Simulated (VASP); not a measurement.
# Ge3B2C3 (R3m) in VASP: phonons with PBE

Aim: the phonons of Ge3B2C3 with PBE.

Program: VASP 6.6.1. These are calculated values, not measurements. Logs are shortened: lines on timing, memory, paths and dates and some standing lists are left out, and cuts for length are marked.

## 1. The structure

It takes space group R3m (No. 160, trigonal). The conventional cell has a = 6.230 Å, b = 6.230 Å, c = 7.965 Å, α = 90.00°, β = 90.00°, γ = 120.00°. Around Ge (site symmetry m) lie 3 C at 1.98 to 2.01 Å and 1 B at 2.09 Å. B (site symmetry 3m) has 3 C at 1.71 Å and 1 B at 1.76 Å as nearest neighbours. B (site symmetry 3m) has 1 B at 1.76 Å as nearest neighbours. Around C (site symmetry m) lie 1 B at 1.71 Å.

The cell was built by a generator and needn't be a form met in nature.

## 2. Phonons, PBE

POSCAR

```
Ge3B2C3
1.0
    3.1149790000      1.7984340000      2.6551400000
   -3.1149790000      1.7984340000      2.6551400000
    0.0000000000     -3.5968680000      2.6551400000
Ge B C
3 2 3
Direct
    0.9960200000      0.4892770000      0.4892770000
    0.4892770000      0.9960200000      0.4892770000
    0.4892770000      0.4892770000      0.9960200000
    0.0074180000      0.0074180000      0.0074180000
    0.7862130000      0.7862130000      0.7862130000
    0.2272330000      0.2272330000      0.7777250000
    0.2272330000      0.7777250000      0.2272330000
    0.7777250000      0.2272330000      0.2272330000
```

INCAR.step1

```
PREC = Accurate ; ENCUT = 520
EDIFF = 1E-8 ; ISMEAR = 0
SIGMA = 0.1 ; LREAL = F
LASPH = T ; NELM = 60
ALGO = Normal ; ISIF = 3
LWAVE = F ; LCHARG = F
GGA = PE ; KPAR = 8
IBRION = 2 ; NSW = 40
EDIFFG = -0.002
```

INCAR.step2

```
PREC = Accurate ; ENCUT = 520
EDIFF = 1E-8 ; ISMEAR = 0
SIGMA = 0.1 ; LREAL = F
LASPH = T ; NELM = 60
ALGO = Normal ; ISIF = 2
LWAVE = F ; LCHARG = F
GGA = PE ; KPAR = 8
IBRION = 6 ; NFREE = 2
POTIM = 0.015 ; NSW = 1
```

KPOINTS

```
Automatic mesh
0
Gamma
  8 8 8
```

Potentials or basis: VASP PAW PBE potentials, release 64 (Ge_d, B, C).

Command:

```sh
> cat potpaw_PBE.64/Ge_d/POTCAR potpaw_PBE.64/B/POTCAR potpaw_PBE.64/C/POTCAR > POTCAR
> cp INCAR.step1 INCAR
> mpirun -np 8 vasp_std > vasp.out
> cp CONTCAR POSCAR
> cp INCAR.step2 INCAR
> mpirun -np 8 vasp_std > vasp.out
```

OUTCAR:

```text
PREC = Accurate
   ENCUT = 520
   EDIFF = 1E-8
   ISMEAR = 0
   LREAL = F
   LASPH = T
   NELM = 60
   ISIF = 2
   GGA = PE
   IBRION = 6
   NFREE = 2
   POTIM = 0.015
   NSW = 1

 ion  position               nearest neighbor table
   1  0.996  0.489  0.489-   8 1.98   6 2.01   7 2.01   5 2.09
   2  0.489  0.996  0.489-   7 1.98   6 2.01   8 2.01   5 2.09
   3  0.489  0.489  0.996-   6 1.98   7 2.01   8 2.01   5 2.09
   4  0.007  0.007  0.007-   7 1.71   8 1.71   6 1.71   5 1.76
   5  0.786  0.786  0.786-   4 1.76   2 2.09   1 2.09   3 2.09
   6  0.227  0.227  0.778-   4 1.71   3 1.98   1 2.01   2 2.01
   7  0.227  0.778  0.227-   4 1.71   2 1.98   3 2.01   1 2.01
   8  0.778  0.227  0.227-   4 1.71   1 1.98   3 2.01   2 2.01

  LATTYP: Found a trigonal (rhomboedric) cell.
 ALAT       =     4.4705782160
 COS(alpha) =     0.0291436667

  Lattice vectors:

 A1 = (   3.1147713774,   1.7983141290,   2.6552466475)
 A2 = (  -3.1147713774,   1.7983141290,   2.6552466475)
 A3 = (   0.0000000000,  -3.5966282581,   2.6552466475)

Analysis of symmetry for initial positions (statically):
=====================================================================
 Subroutine PRICEL returns:
 Original cell was already a primitive cell.

 Routine SETGRP: Setting up the symmetry group for a
 trigonal (rhombohedral) supercell.

 Subroutine GETGRP returns: Found  6 space group operations
 (whereof  6 operations were pure point group operations)
 out of a pool of 12 trial point group operations.

The static configuration has the point symmetry C_3v.

Analysis of symmetry for dynamics (positions and initial velocities):
=====================================================================
 Subroutine PRICEL returns:
 Original cell was already a primitive cell.

 Routine SETGRP: Setting up the symmetry group for a
 trigonal (rhombohedral) supercell.

 Subroutine GETGRP returns: Found  6 space group operations
 (whereof  6 operations were pure point group operations)
 out of a pool of 12 trial point group operations.

The dynamic configuration has the point symmetry C_3v.

 Subroutine INISYM returns: Found  6 space group operations
 (whereof  6 operations are pure point group operations),
 and found     1 'primitive' translations

----------------------------------------------------------------------------------------

                                     Primitive cell

  volume of cell :      89.2376

  direct lattice vectors                    reciprocal lattice vectors
     3.114771377  1.798314129  2.655246647     0.160525425  0.092679396  0.125537616
    -3.114771377  1.798314129  2.655246647    -0.160525425  0.092679396  0.125537616
     0.000000000 -3.596628258  2.655246647     0.000000000 -0.185358791  0.125537616

  length of vectors
     4.470578173  4.470578173  4.470578216     0.223869550  0.223869550  0.223869548

  position of ions in fractional coordinates (direct lattice)
     0.996008363  0.489273600  0.489273600
     0.489273600  0.996008363  0.489273600
     0.489273600  0.489273600  0.996008363
     0.007418106  0.007418106  0.007418106
     0.786229114  0.786229114  0.786229114
     0.227233252  0.227233252  0.777726715
     0.227233252  0.777726715  0.227233252
     0.777726715  0.227233252  0.227233252

  ion indices of the primitive-cell ions
   primitive index   ion index
                 1           1
                 2           2
                 3           3
                 4           4
                 5           5
                 6           6
                 7           7
                 8           8

----------------------------------------------------------------------------------------

 KPOINTS: Automatic mesh

Automatic generation of k-mesh.
 Grid dimensions read from file:
 generate k-points for:    8    8    8

 Generating k-lattice:

  Cartesian coordinates                     Fractional coordinates (reciprocal lattice)
     0.020065678  0.011584924  0.015692202     0.125000000  0.000000000  0.000000000
    -0.020065678  0.011584924  0.015692202     0.000000000  0.125000000  0.000000000
     0.000000000 -0.023169849  0.015692202     0.000000000  0.000000000  0.125000000

  Length of vectors
     0.027983694  0.027983694  0.027983693
[... 58 lines left out ...]
   IBRION =      6    ionic relax: 0-MD 1-quasi-New 2-CG
   NFREE  =      2    steps in history (QN), initial steepest desc. (CG)
   ISIF   =      2    stress and relaxation
   ISYM   =      2    0-nonsym 1-usesym 2-fastsym
   POTIM  = 0.0150    time-step for ionic-motion
   TEBEG  =    0.0;   TEEND  =   0.0 temperature during run
   PSTRESS=    0.0 pullay stress
   NELECT =      60.0000    total number of electrons
   NUPDOWN=      -1.0000    fix difference up-down
   EMIN   =  10.00;   EMAX   =-10.00  energy-range for DOS
   EFERMI =   0.00;   METHOD = LEGACY
   ISMEAR =     0;   SIGMA  =   0.10  broadening in eV -4-tet -1-fermi 0-gaus
   EFERMI_NEDOS =   21; number of points for ismear=-14 and -15
   IALGO  =     38    algorithm
   IMIX   =      4    mixing-type and parameters
     AMIX     =   0.40;   BMIX     =  1.00
     AMIX_MAG =   1.60;   BMIX_MAG =  1.00
  volume/ion in A,a.u.               =      11.15        75.28
  Fermi-wavevector in a.u.,A,eV,Ry     =   1.434199  2.710242 27.986173  2.056926
  Thomas-Fermi vector in A             =   2.553633
   LORBIT       =      0    0 simple, 1 ext, 2 COOP (PROOUT), +10 PAW based schemes
   GGA     = PE    functional components
   LHFCALC =     F    Hartree Fock is set to
   AEXX    =    0.0000 exact exchange contribution
   IVDW    =     0    specifies the selected vdW correction
   LEPSILON=     F    determine dielectric tensor
   LRPA    =     F    only Hartree local field effects (RPA)
 finite differences with symmetry
 non-spin polarized calculation
 Gauss-broadening in eV      SIGMA  =   0.10
  energy-cutoff  :      520.00
  volume of cell :       89.24
 maximum number of plane-waves:      2428
 NGX is ok and might be reduce to    36
   NGX = 17   NGY = 17   NGZ = 17

--------------------------------------- Ionic step        1  -------------------------------------------

 number of electron      60.0000006 magnetization

 Free energy of the ion-electron system (eV)
  ---------------------------------------------------
  ext. energy  EPLUGINS =         0.00000000
  ---------------------------------------------------
  free energy    TOTEN  =       -49.88621758 eV

  energy without entropy =      -49.87434570  energy(sigma->0) =      -49.88028164

------------------------ aborting loop because EDIFF is reached ----------------------------------------

  FORCE on cell =-STRESS in cart. coord.  units (eV):
  Direction    XX          YY          ZZ          XY          YZ          ZX
  --------------------------------------------------------------------------------------
  -------------------------------------------------------------------------------------
  Total        0.0020759      0.0020759      0.0047250      0.0000000      0.0000000     -0.0000000
  in kB        0.0372713      0.0372713      0.0848323      0.0000000      0.0000000     -0.0000000
  external PRESSURE =       0.0531250 kB  Pullay stress =       0.0000000 kB
[... 107 lines left out ...]
  FREE ENERGIE OF THE ION-ELECTRON SYSTEM (eV)
  ---------------------------------------------------
  free  energy   TOTEN  =       -49.8845945388 eV

  energy  without entropy=      -49.8726603124  energy(sigma->0) =      -49.87862743

[... ionic steps 4 to 16 ...]

--------------------------------------- Ionic step       17  -------------------------------------------

 number of electron      60.0000007 magnetization

------------------------ aborting loop because EDIFF is reached ----------------------------------------
[... 79 lines left out ...]
--------------------------------------- Ionic step       19  -------------------------------------------

 number of electron      60.0000007 magnetization

 Free energy of the ion-electron system (eV)
  ---------------------------------------------------
  ext. energy  EPLUGINS =         0.00000000
  ---------------------------------------------------
  free energy    TOTEN  =       -49.88418696 eV

  energy without entropy =      -49.87212488  energy(sigma->0) =      -49.87815592

 E-fermi :   6.3691     XC(G=0): -11.5751

 val. band max:        6.3472324180   @ k =  -0.5000  -0.1250  -0.2500
 cond. band min:       6.3878068664   @ k =   0.1250   0.1250  -0.3750
 fundamental gap:      0.0405744484
 Fermi energy:         6.3690829870

 k-point     1 :       0.0000    0.0000    0.0000
  band No.  band energies     occupation
      1     -17.8778      2.00000
      2     -17.8766      2.00000
      3     -17.8749      2.00000
      4     -17.8227      2.00000
      5     -17.7821      2.00000
      6     -17.7796      2.00000
[... 925 lines left out ...]
     35      11.5532      0.00000
     36      12.0307      0.00000

 [... further k-points ...]

------------------------ aborting loop because EDIFF is reached ----------------------------------------

  FORCE on cell =-STRESS in cart. coord.  units (eV):
  Direction    XX          YY          ZZ          XY          YZ          ZX
  --------------------------------------------------------------------------------------
  -------------------------------------------------------------------------------------
  Total        0.1123896      0.0554755     -0.1551211      0.0000000     -0.0216983      0.0000000
  in kB        2.0178494      0.9960104     -2.7850542      0.0000000     -0.3895725      0.0000000
  external PRESSURE =       0.0762685 kB  Pullay stress =       0.0000000 kB
[... 23 lines left out ...]
  FREE ENERGIE OF THE ION-ELECTRON SYSTEM (eV)
  ---------------------------------------------------
  free  energy   TOTEN  =       -49.8841869564 eV

  energy  without entropy=      -49.8721248797  energy(sigma->0) =      -49.87815592

 INTERNAL STRAIN TENSORS FROM DISPLACED ATOMS
 ============================================

 INTERNAL STRAIN TENSOR FOR ION    1 for displacements in x,y,z  (eV/Angst):
          X           Y           Z          XY          YZ          ZX
  --------------------------------------------------------------------------------
  x     4.54311    -2.84569     2.21796    -4.65787     0.62947     3.95088
  y    -8.43379     9.41380     1.28054     3.69440     3.22402     0.62947
  z     8.25522     4.38830   -13.51985     3.34885     1.27639     2.21077

 INTERNAL STRAIN TENSOR FOR ION    8 for displacements in x,y,z  (eV/Angst):
          X           Y           Z          XY          YZ          ZX
  --------------------------------------------------------------------------------
  x     1.74701    -2.55726     1.17011     5.44680    -0.40832    -4.22309
  y     2.72784    -3.19563     0.67556     2.15213    -3.75160    -0.40831
  z    -4.40337    -6.28895    11.16966     1.63296    -0.73233    -1.26845

 Eigenvectors and eigenvalues of the dynamical matrix
 ----------------------------------------------------

   1 f  =   23.307706 THz   146.446639 2PiTHz  777.461401 cm-1    96.392885 meV
             X         Y         Z           dx          dy          dz
      1.578363  0.911268  5.242932    -0.014632   -0.008448    0.010177
     -1.578363  0.911268  5.242932     0.014632   -0.008448    0.010177
      0.000000 -1.822537  5.242932     0.000000    0.016896    0.010177
      0.000000  0.000000  0.059091     0.000000    0.000000   -0.754340
      0.000000  0.000000  6.262897     0.000000   -0.000000    0.655461
      0.000000 -1.979920  3.271777    -0.000000   -0.004409    0.006263
     -1.714661  0.989960  3.271777    -0.003819    0.002205    0.006263
      1.714661  0.989960  3.271777     0.003819    0.002205    0.006263
[... 243 lines left out ...]
  24 f/i=    0.005970 THz     0.037510 2PiTHz    0.199134 cm-1     0.024689 meV
             X         Y         Z           dx          dy          dz
      1.578363  0.911268  5.242932    -0.014519   -0.513151    0.000313
     -1.578363  0.911268  5.242932    -0.014620   -0.513154    0.000283
      0.000000 -1.822537  5.242932    -0.014572   -0.513065   -0.000596
      0.000000  0.000000  0.059091    -0.005629   -0.198239    0.000000
      0.000000  0.000000  6.262897    -0.005625   -0.198084    0.000000
      0.000000 -1.979920  3.271777    -0.005927   -0.208842   -0.000117
     -1.714661  0.989960  3.271777    -0.005878   -0.208752    0.000056
      1.714661  0.989960  3.271777    -0.005980   -0.208755    0.000062

 ELASTIC MODULI CONTR FROM IONIC RELAXATION (kBar)
 Direction    XX          YY          ZZ          XY          YZ          ZX
 --------------------------------------------------------------------------------
 XX        -536.5549    170.3611    371.1425     -0.0000    149.4692      0.0000
 YY         170.3611   -536.5550    371.1425     -0.0000   -149.4692     -0.0000
 ZZ         371.1425    371.1425   -817.0505      0.0000     -0.0000     -0.0000
 XY          -0.0000     -0.0000      0.0000   -353.4580      0.0000    149.4694
 YZ         149.4692   -149.4692     -0.0000      0.0000   -155.7419     -0.0000
 ZX           0.0000     -0.0000     -0.0000    149.4694     -0.0000   -155.7421
 --------------------------------------------------------------------------------
```

Run time: 15 min. Hardware: 8 MPI ranks of Intel Xeon Platinum 8488C (Sapphire Rapids), shared host; peak memory 1.1 GiB.

What came out:

```
Highest phonon frequency at Γ, LO-TO splitting left out : 777 cm⁻¹
```

Phonon frequencies in cm⁻¹ (negative: imaginary):
| q point | frequencies |
| --- | --- |
| (0.000, 0.000, 0.000) | 0 0 0 191 191 197 239 248 248 410 410 475 513 513 603 618 623 623 681 681 712 721 721 777 |
